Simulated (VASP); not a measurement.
Output of a VASP run:

### OUTCAR
```
 ion  position               nearest neighbor table
   1  0.333  0.667  0.250-   2 2.67   2 2.67   2 2.67   2 2.67   2 2.67   2 2.67
   2  0.667  0.333  0.750-   1 2.67   1 2.67   1 2.67   1 2.67   1 2.67   1 2.67
  LATTYP: Found a hexagonal cell.
 ALAT       =     2.7352824314
 C/A-ratio  =     1.5754693855
 Subroutine PRICEL returns:
 Original cell was already a primitive cell.
 Subroutine GETGRP returns: Found 24 space group operations
The static configuration has the point symmetry D_3d.
 The point group associated with its full space group is D_6h.
The dynamic configuration has the point symmetry D_3d.
 Subroutine INISYM returns: Found 24 space group operations
 Subroutine IBZKPT returns following result:
 Found    198 irreducible k-points:

 Following reciprocal coordinates:
            Coordinates               Weight
  0.000000  0.000000  0.000000      1.000000
  0.058824  0.000000  0.000000      6.000000
  0.117647  0.000000  0.000000      6.000000
  0.176471  0.000000  0.000000      6.000000
  0.235294  0.000000  0.000000      6.000000
  0.294118  0.000000  0.000000      6.000000
  0.352941  0.000000  0.000000      6.000000
  0.411765  0.000000  0.000000      6.000000
  0.470588  0.000000  0.000000      6.000000
  0.058824  0.058824  0.000000      6.000000
  0.117647  0.058824  0.000000     12.000000
  0.176471  0.058824  0.000000     12.000000
  0.235294  0.058824  0.000000     12.000000
  0.294118  0.058824  0.000000     12.000000
  0.352941  0.058824  0.000000     12.000000
  0.411765  0.058824  0.000000     12.000000
  0.470588  0.058824  0.000000      6.000000
  0.117647  0.117647  0.000000      6.000000
  0.176471  0.117647  0.000000     12.000000
  0.235294  0.117647  0.000000     12.000000
  0.294118  0.117647  0.000000     12.000000
  0.352941  0.117647  0.000000     12.000000
  0.411765  0.117647  0.000000     12.000000
  0.176471  0.176471  0.000000      6.000000
  0.235294  0.176471  0.000000     12.000000
  0.294118  0.176471  0.000000     12.000000
  0.352941  0.176471  0.000000     12.000000
  0.411765  0.176471  0.000000      6.000000
  0.235294  0.235294  0.000000      6.000000
  0.294118  0.235294  0.000000     12.000000
  0.352941  0.235294  0.000000     12.000000
  0.294118  0.294118  0.000000      6.000000
  0.352941  0.294118  0.000000      6.000000
  0.000000  0.000000  0.100000      2.000000
  0.058824  0.000000  0.100000     12.000000
  0.117647  0.000000  0.100000     12.000000
  0.176471  0.000000  0.100000     12.000000
  0.235294  0.000000  0.100000     12.000000
  0.294118  0.000000  0.100000     12.000000
  0.352941  0.000000  0.100000     12.000000
   k-points           NKPTS =    198   k-points in BZ     NKDIM =    198   number of bands    NBANDS=     18
   number of dos      NEDOS =    601   number of ions     NIONS =      2
   total plane-waves  NPLWV =  12800
   dimension x,y,z NGX =    20 NGY =   20 NGZ =   32
   dimension x,y,z NGXF=    40 NGYF=   40 NGZF=   64
   ions per type =               2
   PREC   = accura    normal or accurate (medium, high low for compatibility)
   ISTART =      0    job   : 0-new  1-cont  2-samecut
   ICHARG =      2    charge: 1-file 2-atom 10-const
   ISPIN  =      1    spin polarized calculation?
   LNONCOLLINEAR =      F non collinear calculations
   LSORBIT =      F    spin-orbit coupling
   INIWAV =      1    electr: 0-lowe 1-rand  2-diag
   ENCUT  =  520.0 eV  38.22 Ry    6.18 a.u.   5.09  5.09  8.01*2*pi/ulx,y,z
   NELM   =    100;   NELMIN=  2; NELMDL= -5     # of ELM steps
   EDIFF  = 0.1E-06   stopping-criterion for ELM
   LREAL  =      F    real-space projection
   NLSPLINE    = F    spline interpolate recip. space projectors
   LMAXMIX     =    4 max onsite mixed and CHGCAR
   VOSKOWN=      0    Vosko Wilk Nusair interpolation
   EDIFFG = 0.1E-05   stopping-criterion for IOM
   NSW    =      0    number of steps for IOM
...
```

File OSZICAR:
```
       N       E                     dE             d eps       ncg     rms          rms(c)
DAV:   1     0.286742611881E+03    0.28674E+03   -0.18096E+04  7144   0.172E+03
DAV:   2    -0.116924985331E+02   -0.29844E+03   -0.29307E+03  7560   0.493E+02
DAV:   3    -0.183589266415E+02   -0.66664E+01   -0.64661E+01  7474   0.783E+01
DAV:   4    -0.184286928637E+02   -0.69766E-01   -0.69602E-01  8758   0.705E+00
DAV:   5    -0.184296224166E+02   -0.92955E-03   -0.92975E-03  7694   0.741E-01    0.160E+01
DAV:   6    -0.172518932307E+02    0.11777E+01   -0.32829E+00  7186   0.189E+01    0.418E+00
DAV:   7    -0.171790604447E+02    0.72833E-01   -0.25152E-01  7294   0.477E+00    0.105E+00
DAV:   8    -0.171726397676E+02    0.64207E-02   -0.70240E-03  7602   0.966E-01    0.165E-01
DAV:   9    -0.171727754361E+02   -0.13567E-03   -0.49736E-04  9796   0.228E-01    0.620E-02
DAV:  10    -0.171727813498E+02   -0.59138E-05   -0.24969E-05  7610   0.549E-02    0.201E-02
DAV:  11    -0.171727880950E+02   -0.67452E-05   -0.19520E-06  7616   0.153E-02    0.366E-03
DAV:  12    -0.171727875653E+02    0.52974E-06   -0.79230E-08  4338   0.292E-03    0.560E-04
DAV:  13    -0.171727875173E+02    0.48025E-07   -0.98082E-09  3634   0.834E-04
   1 F= -.17172788E+02 E0= -.17172788E+02  d E =0.000000E+00
```

File OUTCAR:
```
------------------------ aborting loop because EDIFF is reached ----------------------------------------
  FORCE on cell =-STRESS in cart. coord.  units (eV):
  Direction    XX          YY          ZZ          XY          YZ          ZX
  --------------------------------------------------------------------------------------
  Total       -0.0166985     -0.0166985      0.0429311      0.0000000      0.0000000      0.0000000
  in kB       -0.9581639     -0.9581640      2.4634032      0.0000000      0.0000000      0.0000000
  external PRESSURE =       0.1823584 kB  Pullay stress =       0.0000000 kB
  volume of cell :       27.92
      direct lattice vectors                 reciprocal lattice vectors
     1.367641146 -2.368824112  0.000000000     0.365592978 -0.211075190  0.000000000
     1.367641146  2.368824112  0.000000000     0.365592978  0.211075190  0.000000000
     0.000000000  0.000000000  4.309353731     0.000000000  0.000000000  0.232053357
 POSITION                                       TOTAL-FORCE (eV/Angst)
 -----------------------------------------------------------------------------------
      1.36764      0.78961      1.07734         0.000000     -0.000000      0.000000
      1.36764     -0.78961      3.23202        -0.000000      0.000000      0.000000
 -----------------------------------------------------------------------------------
    total drift:                               -0.000000      0.000521     -0.000046
  FREE ENERGIE OF THE ION-ELECTRON SYSTEM (eV)
  ---------------------------------------------------
  free  energy   TOTEN  =       -17.1727875173 eV

  energy  without entropy=      -17.1727875173  energy(sigma->0) =      -17.17278752

 total charge

# of ion       s       p       d       tot
------------------------------------------
    1        0.396   6.296   5.921  12.613
    2        0.396   6.296   5.921  12.613
--------------------------------------------------
tot          0.793  12.592  11.841  25.226
```
(Selected blocks of OUTCAR.)

File POSCAR:
```
Ru
1
    1.3676411464    -2.3688241121     0.0000000000
    1.3676411464     2.3688241121     0.0000000000
    0.0000000000     0.0000000000     4.3093537313
Ru
2
Direct
  0.3333330000   0.6666670000   0.2500000000
  0.6666670000   0.3333330000   0.7500000000
```

Question: Write an INCAR and KPOINTS that could have produced this output.

Answer: This is not unique; one that fits is the input of the run itself, RPBE GGA, plane waves, VASP's PBE PAW potentials (set 64).

### INCAR
```
ENCUT  =  520   ! plane-wave cut-off (eV)
GGA  =  RP   ! RPBE
ISMEAR  =  -5
LASPH  =  T
SYSTEM  =  Ru
NELM  =  100   ! most electronic steps
LCHARG  =  T
NEDOS  =  601   ! DOS grid
ISIF  =  2
LMAXMIX  =  4   ! l cut-off of mixed one-centre charges
ALGO  =  Normal   ! blocked Davidson
LREAL  =  F   ! projection in real space or not
LORBIT  =  11
EDIFF  =  1E-7
PREC  =  Accurate
LWAVE  =  F
```

KPOINTS:
```
Automatic mesh
0
Gamma
17 17 10
0 0 0
```

POTCAR, in this order: Ru_pv (PBE.64 set). Program: vasp_std.

For a metal the tetrahedron method with Blöchl corrections gives inexact stress and forces.

The compound is Ru in the hcp structure. It was relaxed first.
